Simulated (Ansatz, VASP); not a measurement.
Hg3SbAs: VASP beside Ansatz

File INCAR:

```
  ALGO = Normal
  EDIFF = 1E-6
  ENCUT = 520
  GGA = PS
  ISIF = 2
  ISMEAR = 0
  LASPH = True
  LCHARG = False
  LREAL = False
  LWAVE = False
  NBANDS = 31
  NELM = 100
  PREC = Accurate
  SIGMA = 0.05
```

File KPOINTS:

```
k-points
0
Gamma
  4 4 4
```

The input POSCAR:

```
Hg3SbAs
1.0
    5.8437849461      0.0000000000      0.0000000000
    0.0000000000      5.8437849461      0.0000000000
    0.0000000000      0.0000000000      5.8437849461
Sb As Hg
1 1 3
Direct
    0.0000000000      0.0000000000      0.0000000000
    0.5000000000      0.5000000000      0.5000000000
    0.5000000000      0.5000000000      0.0000000000
    0.5000000000      0.0000000000      0.5000000000
    0.0000000000      0.5000000000      0.5000000000
```

Input for Ansatz:

```yaml
crystal:
  lattice:
    - [5.8437849461, 0.0, 0.0]
    - [0.0, 5.8437849461, 0.0]
    - [0.0, 0.0, 5.8437849461]
  atoms:
    - { symbol: Sb, position: [0.0, 0.0, 0.0] }
    - { symbol: As, position: [0.5, 0.5, 0.5] }
    - { symbol: Hg, position: [0.5, 0.5, 0.0] }
    - { symbol: Hg, position: [0.5, 0.0, 0.5] }
    - { symbol: Hg, position: [0.0, 0.5, 0.5] }
basis:
  ecutwfc: 420
kpoints:
  mp_grid: { grid: [4, 4, 4] }
hamiltonian:
  xc: pbesol
scf:
  occupations: { method: gaussian, width: 0.05 }
output:
  forces: true
  stress: true
  eigenvalues: true
```

The cell comes from a database or a generator and needn't be the stable form of this composition.

Alike in both runs: task single point; functional PBEsol; k mesh 4 × 4 × 4; occupations gaussian, width 0.05 eV; no spin polarisation.

|  | VASP | Ansatz |
| --- | --- | --- |
| version | VASP 6.6.1 | Ansatz 0.2.0 |
| potentials or method | VASP PAW PBE potentials, release 64 (Sb, As, Hg) | scalar-relativistic, plane waves, PAW |
| plane-wave cutoff (eV) | 520 | 420 |
| valence electrons in the cell | 46 | 90 |

```tsv
	VASP	Ansatz	Ansatz less VASP
gap on the k mesh at the Fermi level (eV)	none	none	-
pressure (GPa)	-5.9	-6.0	-0.04
```

A gap of «none» marks a metal or a gap that the smearing closes. The two sets of potentials don't hold the same shells in valence.

Caveats: the PAW data sets were made with another functional, which shifts forces and pressure a little (VASP). Spin-orbit coupling is left out, which matters for the levels of Hg, Sb.
